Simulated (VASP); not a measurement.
Given:

```
CELL_PARAMETERS angstrom
      4.29000     0.00000     0.00000
      0.00000     4.29000     0.00000
      0.00000     0.00000     4.29000
ATOMIC_POSITIONS crystal
  Cs 0.00000 0.00000 0.00000
  Br 0.50000 0.50000 0.50000
```

Method: PBE GGA, VASP's PBE PAW potentials (set 64) (plane waves; VASP). Settings: 400 eV cut-off, 5×5×5 Γ-centred mesh, Gaussian smearing of 0.050 eV, potentials Cs_sv Br.

Unless said otherwise, spin-orbit coupling is left out, though it shifts the bands of the heavy elements here.

Problem. Estimate the energy per atom (σ→0), pressure, band gap (on the k-mesh) with the smallest direct gap where there is one.

Solution. 
| Property | Result |
|---|---|
| band gap (on the k-mesh) | 4.51 eV |
| smallest direct gap (on the k-mesh) | 4.51 eV |
| energy per atom (σ→0) | -3.003 eV/atom |
| pressure | 1.03 GPa |

The compound is CsBr in the CsCl type structure. The cell was not relaxed at this level.
